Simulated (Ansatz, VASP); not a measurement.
# Cross-check of GaN between VASP and Ansatz

One calculation is typed for both programs; each brings its own data sets. How far apart do they land? The cell is taken from a series of runs on this material, whose earlier steps may have relaxed, scaled, displaced or heated it; both programs get it as it stands.

Calculated with Ansatz 0.2.0; plane waves, with VASP 6.6.1 beside it; zone-centre phonons at LDA.

### Step 1. Set-up

The structure is tetragonal, space group I-4m2 (No. 119). The conventional cell has a = 3.129 Å, b = 3.129 Å, c = 4.544 Å, α = 90.00°, β = 90.00°, γ = 90.00°. N has 4 Ga at 1.93 Å nearest. Nearest to Ga lie 4 N at 1.93 Å. Farther neighbours and most contacts between anions are not listed.

Coordinates:

```xyz
2
Lattice="0.0000 2.2122 2.2722 2.2122 0.0000 2.2722 2.2122 2.2122 0.0000" Properties=species:S:1:pos:R:3 pbc="T T T"
N     1.1061    1.1061    1.1361
Ga    0.0000    0.0000    0.0000
```

### Step 2. VASP: zone-centre phonons, LDA

Second derivatives magnify differences that forces hide, and they need a tight electronic threshold.

Lines of VASP's logs that name or quote its potential files are left out, and so is its time.

INCAR

```
SYSTEM = GaN
PREC = Accurate
ENCUT = 600
EDIFF = 1E-08
NELM = 120
ISMEAR = 0
SIGMA = 0.01
LREAL = .FALSE.
ALGO = Normal
GGA = CA
NBANDS = 15
LORBIT = 11
LWAVE = .FALSE.
LCHARG = .FALSE.
ISIF = 2
IBRION = 8
LEPSILON = .TRUE.
LASPH = .TRUE.
GGA_COMPAT = .FALSE.
EFERMI = MIDGAP
KPAR = 2
```

POSCAR

```
GaN
1.0
    0.0000000000      2.2122474811      2.2721545630
    2.2122474811      0.0000000000      2.2721545630
    2.2122474811      2.2122474811      0.0000000000
N Ga
1 1
Direct
    0.2500000000      0.2500000000      0.2500000000
    0.0000000000      0.0000000000      0.0000000000
```

KPOINTS

```
Automatic mesh
0
Gamma
12 12 12
0 0 0
```

Potentials, in the order of the species: N and Ga_d (LDA family, release 64).

On the command line:

```
$ mpirun -np 2 vasp_std
```

Numbers of over 12 decimals in the logs are rounded to 6 here.

Log:

```text
[banner, memory and clock lines left out]
running    2 mpi-ranks, on    1 nodes
 distrk:  each k-point on    1 cores,    2 groups
 distr:  one band on    1 cores,    1 groups

 POSCAR found type information on POSCAR N Ga
 POSCAR found :  2 types and       2 ions
 LDA part: xc-table for (Slater(with rela. corr.)+CA(PZ))
 , standard interpolation
 POSCAR, INCAR and KPOINTS ok, starting setup
 FFT: planning ... GRIDC
 FFT: planning ... GRID_SOFT
 FFT: planning ... GRID
 WAVECAR not read
 entering main loop
       N       E                     dE             d eps       ncg     rms          rms(c)
DAV:   1     0.861638338714E+02    0.86164E+02   -0.10284E+04  5479   0.236E+03
DAV:   2    -0.976179060744E+01   -0.95926E+02   -0.88988E+02  5534   0.356E+02
DAV:   3    -0.159352665361E+02   -0.61735E+01   -0.61428E+01  5492   0.761E+01
DAV:   4    -0.160062329527E+02   -0.70966E-01   -0.70946E-01  6110   0.863E+00
DAV:   5    -0.160071466243E+02   -0.91367E-03   -0.91366E-03  5761   0.941E-01    0.759E+00
DAV:   6    -0.139960266698E+02    0.20111E+01   -0.52220E+00  7335   0.440E+01    0.266E+00
DAV:   7    -0.139682765701E+02    0.27750E-01   -0.26568E-01  5689   0.647E+00    0.168E+00
DAV:   8    -0.139435770688E+02    0.24700E-01   -0.71615E-02  5870   0.300E+00    0.703E-01
DAV:   9    -0.139401758762E+02    0.34012E-02   -0.12588E-02  6537   0.248E+00    0.203E-01
DAV:  10    -0.139402561934E+02   -0.80317E-04   -0.15598E-03  6207   0.567E-01    0.835E-02
DAV:  11    -0.139401860873E+02    0.70106E-04   -0.23023E-04  7365   0.286E-01    0.132E-02
DAV:  12    -0.139401880447E+02   -0.19575E-05   -0.17999E-05  5625   0.490E-02    0.311E-03
DAV:  13    -0.139401880068E+02    0.37945E-07   -0.66178E-07  7697   0.153E-02    0.193E-03
DAV:  14    -0.139401880103E+02   -0.35079E-08   -0.41773E-08  5568   0.213E-03
   1 F= -.13940188E+02 E0= -.13940188E+02  d E =0.000000E+00
 Linear response reoptimize wavefunctions to high precision
DAV:   1    -0.139401880098E+02    0.51114E-09   -0.14376E-09  4232   0.377E-04
DAV:   2    -0.139401880098E+02   -0.32287E-10   -0.25859E-10  3243   0.176E-04
 Linear response G [H, r] |phi>, progress :
  Direction:   1
       N       E                     dE             d eps       ncg     rms
 LRF_COMMUTATOR internal error: the vector H(1)-e(1) S(1) |phi(0)> is not orthog
 onal to |phi(0)> (1.027228426846265E-004,7.559924908306925E-015)
 LRF_COMMUTATOR internal error: the vector H(1)-e(1) S(1) |phi(0)> is not orthog
 onal to |phi(0)> (1.004702245451933E-004,4.088396288182139E-014)
 LRF_COMMUTATOR internal error: the vector H(1)-e(1) S(1) |phi(0)> is not orthog
 onal to |phi(0)> (1.124584739109480E-004,-1.459943277382081E-014)
 LRF_COMMUTATOR internal error: the vector H(1)-e(1) S(1) |phi(0)> is not orthog
 onal to |phi(0)> (-1.032098579629714E-004,1.171285290979540E-014)
 LRF_COMMUTATOR internal error: the vector H(1)-e(1) S(1) |phi(0)> is not orthog
 onal to |phi(0)> (1.103807062943218E-004,1.068589661201713E-014)
 LRF_COMMUTATOR internal error: the vector H(1)-e(1) S(1) |phi(0)> is not orthog
 onal to |phi(0)> (1.551812529807031E-004,8.049116928532385E-016)
 LRF_COMMUTATOR internal error: the vector H(1)-e(1) S(1) |phi(0)> is not orthog
 onal to |phi(0)> (1.258342488736769E-004,4.996003610813204E-015)
 LRF_COMMUTATOR internal error: the vector H(1)-e(1) S(1) |phi(0)> is not orthog
 onal to |phi(0)> (-1.054563833973177E-004,-2.331468351712829E-015)
 LRF_COMMUTATOR internal error: the vector H(1)-e(1) S(1) |phi(0)> is not orthog
 onal to |phi(0)> (-1.075406254630734E-004,-1.214306433183765E-014)
 LRF_COMMUTATOR internal error: the vector H(1)-e(1) S(1) |phi(0)> is not orthog
 onal to |phi(0)> (1.116947579236083E-004,-1.922073611382302E-014)
 LRF_COMMUTATOR internal error: the vector H(1)-e(1) S(1) |phi(0)> is not orthog
 onal to |phi(0)> (1.294283982750423E-004,9.433946679404670E-014)
 LRF_COMMUTATOR internal error: the vector H(1)-e(1) S(1) |phi(0)> is not orthog
 onal to |phi(0)> (-1.260371171049463E-004,-1.337818744673314E-014)
 LRF_COMMUTATOR internal error: the vector H(1)-e(1) S(1) |phi(0)> is not orthog
 onal to |phi(0)> (1.037168293934135E-004,-5.204170427930421E-015)
 LRF_COMMUTATOR internal error: the vector H(1)-e(1) S(1) |phi(0)> is not orthog
 onal to |phi(0)> (1.009313582099568E-004,1.686845108039847E-014)
 LRF_COMMUTATOR internal error: the vector H(1)-e(1) S(1) |phi(0)> is not orthog
 onal to |phi(0)> (-1.027684422832686E-004,8.437694987151190E-015)
 LRF_COMMUTATOR internal error: the vector H(1)-e(1) S(1) |phi(0)> is not orthog
 onal to |phi(0)> (1.029731639330279E-004,1.003364058504985E-014)
 LRF_COMMUTATOR internal error: the vector H(1)-e(1) S(1) |phi(0)> is not orthog
 onal to |phi(0)> (1.089021597433931E-004,1.468616894761965E-014)
 LRF_COMMUTATOR internal error: the vector H(1)-e(1) S(1) |phi(0)> is not orthog
 onal to |phi(0)> (-1.083421833709686E-004,6.106226635438361E-015)
 LRF_COMMUTATOR internal error: the vector H(1)-e(1) S(1) |phi(0)> is not orthog
[...]
RMM:   4    -0.308305126309E+00   -0.55064E-04   -0.14168E-04 10427   0.866E-02
RMM:   5    -0.308309708355E+00   -0.45820E-05   -0.10708E-05 10432   0.215E-02
RMM:   6    -0.308309788514E+00   -0.80159E-07   -0.72347E-07 10450   0.627E-03
RMM:   7    -0.308309808747E+00   -0.20233E-07   -0.88840E-08 10121   0.195E-03
[...]
RMM:   1    -0.476318998623E-01   -0.47632E-01    0.17434E+00  9103   0.746E+00
RMM:   2    -0.306437036599E+00   -0.25881E+00   -0.29006E-02 17146   0.148E+00    0.844E-01
RMM:   3    -0.301410121538E+00    0.50269E-02   -0.47058E-03 17018   0.569E-01    0.482E-01
RMM:   4    -0.309607216500E+00   -0.81971E-02   -0.45786E-03 17064   0.584E-01    0.344E-02
RMM:   5    -0.309705838450E+00   -0.98622E-04   -0.28548E-04 17653   0.140E-01    0.292E-02
RMM:   6    -0.309754631019E+00   -0.48793E-04   -0.28934E-05 17318   0.389E-02    0.137E-02
RMM:   7    -0.309974221687E+00   -0.21959E-03   -0.45967E-06 16938   0.164E-02    0.204E-03
RMM:   8    -0.309975583988E+00   -0.13623E-05   -0.52850E-07 17815   0.518E-03    0.265E-04
RMM:   9    -0.309978780956E+00   -0.31970E-05   -0.36711E-08 17509   0.122E-03    0.817E-05
RMM:  10    -0.309977710400E+00    0.10706E-05   -0.15713E-08 17417   0.324E-04    0.197E-05
RMM:  11    -0.309977356160E+00    0.35424E-06   -0.31244E-09 10583   0.924E-05    0.132E-05
RMM:  12    -0.309977500337E+00   -0.14418E-06    0.44244E-11  6372   0.538E-05    0.176E-06
 change of polarisation eV/A/(eV/A) component  3 :     0.167     0.022     0.589
 dielectric tensor                  component  3 :     1.363     0.178     5.790
 Linear response DOF=           4
 Linear response progress:
  Degree of freedom:   1/  4
       N       E                     dE             d eps       ncg     rms          rms(c)
RMM:   1    -0.236039012358E+00   -0.23604E+00    0.89641E-02 33706   0.399E+00
RMM:   2    -0.227113716895E+00    0.89253E-02   -0.85695E-03 24755   0.104E+00    0.142E-01
RMM:   3    -0.228194406437E+00   -0.10807E-02   -0.15494E-03 27403   0.335E-01    0.700E-02
RMM:   4    -0.229396221770E+00   -0.12018E-02   -0.34771E-04 27229   0.131E-01    0.177E-02
RMM:   5    -0.229481785961E+00   -0.85564E-04   -0.12288E-05 28101   0.309E-02    0.277E-03
RMM:   6    -0.229428507978E+00    0.53278E-04   -0.83646E-07 27336   0.799E-03    0.126E-03
RMM:   7    -0.229421984818E+00    0.65232E-05   -0.43473E-08 28931   0.199E-03    0.213E-04
RMM:   8    -0.229420146697E+00    0.18381E-05   -0.59478E-09 28422   0.514E-04    0.256E-05
RMM:   9    -0.229419781220E+00    0.36548E-06   -0.20640E-09 28915   0.157E-04    0.117E-05
RMM:  10    -0.229419962591E+00   -0.18137E-06   -0.18415E-09 28385   0.670E-05    0.107E-06
RMM:  11    -0.229419956129E+00    0.64617E-08   -0.15874E-09 28428   0.343E-05    0.389E-07
 first order change of Fermi-energy   0.94639E-04
 force on displaced ion       1 direction 1 : -12.933  -0.000   0.000
 Born effective charge ion    1 direction 1 :  -2.614   0.000   0.000
 Linear response progress:
  Degree of freedom:   2/  4
       N       E                     dE             d eps       ncg     rms          rms(c)
RMM:   1    -0.236174460440E+00   -0.23617E+00    0.91881E-02 19356   0.405E+00
RMM:   2    -0.226944111116E+00    0.92303E-02   -0.87597E-03 14502   0.103E+00    0.144E-01
RMM:   3    -0.228008792901E+00   -0.10647E-02   -0.15610E-03 16051   0.334E-01    0.703E-02
RMM:   4    -0.229211822637E+00   -0.12030E-02   -0.36367E-04 15949   0.134E-01    0.175E-02
RMM:   5    -0.229283584217E+00   -0.71762E-04   -0.12282E-05 16491   0.310E-02    0.269E-03
RMM:   6    -0.229235262736E+00    0.48321E-04   -0.86324E-07 16155   0.797E-03    0.127E-03
RMM:   7    -0.229229182436E+00    0.60803E-05   -0.42915E-08 16943   0.196E-03    0.246E-04
RMM:   8    -0.229227247873E+00    0.19346E-05   -0.40595E-09 16760   0.525E-04    0.287E-05
RMM:   9    -0.229226946015E+00    0.30186E-06   -0.14746E-09 16958   0.154E-04    0.104E-05
RMM:  10    -0.229227073687E+00   -0.12767E-06   -0.12245E-09 16727   0.637E-05    0.179E-06
RMM:  11    -0.229227084725E+00   -0.11039E-07   -0.12111E-09 16609   0.320E-05    0.504E-07
RMM:  12    -0.229227080025E+00    0.47008E-08   -0.11439E-09 15242   0.228E-05    0.162E-07
 first order change of Fermi-energy  -0.95667E+00
 force on displaced ion       1 direction 3 :   0.000   0.000 -13.348
 Born effective charge ion    1 direction 3 :   0.000   0.000  -2.662
 Linear response progress:
  Degree of freedom:   3/  4
       N       E                     dE             d eps       ncg     rms          rms(c)
RMM:   1    -0.163060475959E+00   -0.16306E+00    0.27724E-01 18245   0.923E+00
RMM:   2    -0.161034897877E+00    0.20256E-02   -0.34811E-02 27899   0.168E+00    0.553E-02
RMM:   3    -0.161195378171E+00   -0.16048E-03   -0.24228E-03 28278   0.397E-01    0.334E-02
RMM:   4    -0.160813639717E+00    0.38174E-03   -0.15377E-04 29705   0.111E-01    0.347E-03
RMM:   5    -0.160824779703E+00   -0.11140E-04   -0.12138E-05 30487   0.321E-02    0.208E-03
RMM:   6    -0.160819842008E+00    0.49377E-05   -0.11610E-06 30472   0.102E-02    0.328E-04
RMM:   7    -0.160819961580E+00   -0.11957E-06   -0.10552E-07 30947   0.357E-03    0.202E-04
RMM:   8    -0.160819992816E+00   -0.31236E-07    0.22304E-10 30673   0.124E-03    0.332E-05
RMM:   9    -0.160819917982E+00    0.74834E-07    0.18700E-08 31128   0.461E-04    0.114E-05
RMM:  10    -0.160819823166E+00    0.94815E-07    0.92190E-10 30744   0.188E-04    0.283E-06
RMM:  11    -0.160819815237E+00    0.79295E-08    0.12415E-08 31205   0.852E-05    0.933E-07
 first order change of Fermi-energy  -0.23349E-04
 force on displaced ion       2 direction 1 : -12.948   0.000  -0.000
 Born effective charge ion    2 direction 1 :   2.613   0.000   0.000
 Linear response progress:
  Degree of freedom:   4/  4
       N       E                     dE             d eps       ncg     rms          rms(c)
RMM:   1    -0.163620875131E+00   -0.16362E+00    0.25085E-01 10721   0.910E+00
RMM:   2    -0.161324250634E+00    0.22966E-02   -0.33877E-02 16202   0.165E+00    0.562E-02
RMM:   3    -0.161463251409E+00   -0.13900E-03   -0.25858E-03 16543   0.400E-01    0.340E-02
RMM:   4    -0.161077536963E+00    0.38571E-03   -0.17440E-04 17256   0.111E-01    0.368E-03
RMM:   5    -0.161089584750E+00   -0.12048E-04   -0.11800E-05 17746   0.316E-02    0.219E-03
RMM:   6    -0.161084310377E+00    0.52744E-05   -0.12288E-06 17772   0.100E-02    0.326E-04
RMM:   7    -0.161084426331E+00   -0.11595E-06   -0.17892E-07 18040   0.342E-03    0.234E-04
RMM:   8    -0.161084417068E+00    0.92631E-08    0.89214E-09 17783   0.118E-03    0.289E-05
 first order change of Fermi-energy   0.95783E+00
 force on displaced ion       2 direction 3 :   0.000   0.000 -13.366
 Born effective charge ion    2 direction 3 :   0.000   0.000   2.660
 Born effective charges drift removed
 Linear response finished
```

From OUTCAR (step 2):

```text
ion  position               nearest neighbor table
   1  0.250  0.250  0.250-   2 1.93   2 1.93   2 1.93   2 1.93
   2  0.000  0.000  0.000-   1 1.93   1 1.93   1 1.93   1 1.93

  LATTYP: Found a body centered tetragonal cell.
 ALAT       =     3.1285903911
 C/A-ratio  =     1.4525100949

 Subroutine GETGRP returns: Found  8 space group operations
 (whereof  8 operations were pure point group operations)

The static configuration has the point symmetry D_2d.

 Found    163 irreducible k-points:

   k-points           NKPTS =    163   k-points in BZ     NKDIM =    163   number of bands    NBANDS=     15

   dimension x,y,z NGX =    28 NGY =   28 NGZ =   28
   dimension x,y,z NGXF=    56 NGYF=   56 NGZF=   56

   ENCUT  =  600.0 eV  44.10 Ry    6.64 a.u.   6.33  6.33  6.25*2*pi/ulx,y,z

   NELECT =      18.0000    total number of electrons

 k-points in reciprocal lattice and weights: Automatic mesh
   0.00000000  0.00000000  0.00000000       0.001
   0.08333333  0.00000000  0.00000000       0.005
   0.16666667  0.00000000  0.00000000       0.005
   0.25000000  0.00000000  0.00000000       0.005
   0.33333333  0.00000000  0.00000000       0.005
   0.41666667  0.00000000  0.00000000       0.005
   0.50000000  0.00000000  0.00000000       0.002
   0.08333333  0.08333333  0.00000000       0.001
   0.16666667  0.08333333  0.00000000       0.005
[...]
-0.33333333  0.16666667  0.50000000       0.002
  -0.25000000  0.25000000  0.50000000       0.001

 average (electrostatic) potential at core
       1 -61.6997       2 -64.4339

  Total        0.1364506      0.1364506     -0.3737647      0.0000000      0.0000000     -0.0000000
  in kB        9.8299368      9.8299368    -26.9261043      0.0000000      0.0000000     -0.0000000
  external PRESSURE =      -2.4220769 kB  Pullay stress =       0.0000000 kB

  energy-cutoff  :      600.00
  volume of cell :       22.24
      direct lattice vectors                 reciprocal lattice vectors
     0.000000000  2.212247481  2.272154563    -0.226014496  0.226014496  0.220055452
     2.212247481  0.000000000  2.272154563     0.226014496 -0.226014496  0.220055452
     2.212247481  2.212247481  0.000000000     0.226014496  0.226014496 -0.220055452

 POSITION                                       TOTAL-FORCE (eV/Angst)
 -----------------------------------------------------------------------------------
      1.10612      1.10612      1.13608        -0.000000     -0.000000     -0.000000
      0.00000      0.00000      0.00000         0.000000      0.000000      0.000000
 -----------------------------------------------------------------------------------
    total drift:                               -0.000000     -0.000000      0.000000

 MACROSCOPIC STATIC DIELECTRIC TENSOR (including local field effects in DFT)
 ------------------------------------------------------
           5.744996     0.000000     0.000000
          -0.000000     5.744996    -0.000000
          -0.000000    -0.000000     5.789894
 ------------------------------------------------------

 PIEZOELECTRIC TENSOR (including local field effects)  for field in x, y, z        (C/m^2)
          XX          YY          ZZ          XY          YZ          ZX
  --------------------------------------------------------------------------------
  x     0.00000     0.00000     0.00000     0.00000    -1.02340     0.00000
  y     0.00000     0.00000     0.00000     0.00000     0.00000    -1.02340
  z     0.00000     0.00000     0.00000    -0.99392     0.00000     0.00000

 BORN EFFECTIVE CHARGES (including local field effects) (in |e|, cummulative output)
 ---------------------------------------------------------------------------------
 ion    1
    1    -2.61314     0.00000     0.00000
    2     0.00000    -2.61314     0.00000
    3     0.00000     0.00000    -2.66101
 ion    2
    1     2.61314     0.00000     0.00000
    2     0.00000     2.61314     0.00000
    3     0.00000     0.00000     2.66101

 Eigenvectors and eigenvalues of the dynamical matrix
 ----------------------------------------------------

   1 f  =   16.728858 THz   105.110516 2PiTHz  558.014647 cm-1    69.184968 meV
             X         Y         Z           dx          dy          dz
      1.106124  1.106124  1.136077     0.000000    0.000000    0.912462
      0.000000  0.000000  0.000000     0.000000    0.000000   -0.409161

   2 f  =   16.466475 THz   103.461912 2PiTHz  549.262473 cm-1    68.099837 meV
             X         Y         Z           dx          dy          dz
      1.106124  1.106124  1.136077     0.000000   -0.912473    0.000000
      0.000000  0.000000  0.000000     0.000000    0.409137    0.000000

   3 f  =   16.466475 THz   103.461912 2PiTHz  549.262473 cm-1    68.099837 meV
             X         Y         Z           dx          dy          dz
      1.106124  1.106124  1.136077    -0.912473   -0.000000    0.000000
      0.000000  0.000000  0.000000     0.409137   -0.000000    0.000000

   4 f/i=    0.003649 THz     0.022926 2PiTHz    0.121712 cm-1     0.015090 meV
             X         Y         Z           dx          dy          dz
      1.106124  1.106124  1.136077     0.232462    0.336682    0.000000
      0.000000  0.000000  0.000000     0.518446    0.750880    0.000000

   5 f/i=    0.003649 THz     0.022926 2PiTHz    0.121712 cm-1     0.015090 meV
             X         Y         Z           dx          dy          dz
      1.106124  1.106124  1.136077    -0.336682    0.232462    0.000000
      0.000000  0.000000  0.000000    -0.750880    0.518446    0.000000

   6 f/i=    0.004136 THz     0.025985 2PiTHz    0.137950 cm-1     0.017104 meV
             X         Y         Z           dx          dy          dz
      1.106124  1.106124  1.136077     0.000000    0.000000   -0.409161
      0.000000  0.000000  0.000000     0.000000    0.000000   -0.912462

 MACROSCOPIC STATIC DIELECTRIC TENSOR IONIC CONTRIBUTION
 ------------------------------------------------------
           4.293369     0.000000     0.000000
           0.000000     4.293369     0.000000
           0.000000     0.000000     4.313373
 ------------------------------------------------------

 ELASTIC MODULI CONTR FROM IONIC RELAXATION (kBar)
 Direction    XX          YY          ZZ          XY          YZ          ZX
 --------------------------------------------------------------------------------
 XX           0.0000      0.0000      0.0000      0.0000      0.0000      0.0000
 YY           0.0000      0.0000      0.0000      0.0000      0.0000      0.0000
 ZZ           0.0000      0.0000      0.0000      0.0000      0.0000      0.0000
 XY           0.0000      0.0000      0.0000   -432.4020      0.0000      0.0000
 YZ           0.0000      0.0000      0.0000      0.0000   -421.0174     -0.0000
 ZX           0.0000      0.0000      0.0000      0.0000     -0.0000   -403.0955
 --------------------------------------------------------------------------------

 PIEZOELECTRIC TENSOR IONIC CONTR  for field in x, y, z        (C/m^2)
          XX          YY          ZZ          XY          YZ          ZX
  --------------------------------------------------------------------------------
  x     0.00000     0.00000     0.00000     0.00000     1.26509     0.00000
  y     0.00000     0.00000     0.00000     0.00000     0.00000     1.23787
  z     0.00000     0.00000     0.00000     1.28506     0.00000     0.00000
```

The dielectric response converges more slowly with the mesh than energies do, so tensor and charges may still move on a finer one.

[end of part 1 of 2]

[Lines on the potential files, build, host, timing and source positions are cut from VASP's logs without a mark.]

[Logs are printed without paths, hosts, clocks, repeated set-up lines and the standing remarks that a program may print on its own settings, such as how far it seeks lower states.]

[Hosts, paths, dates, database ids (printed as entryN), source tags and the programs' standing remarks are cut or masked in the printed files.]
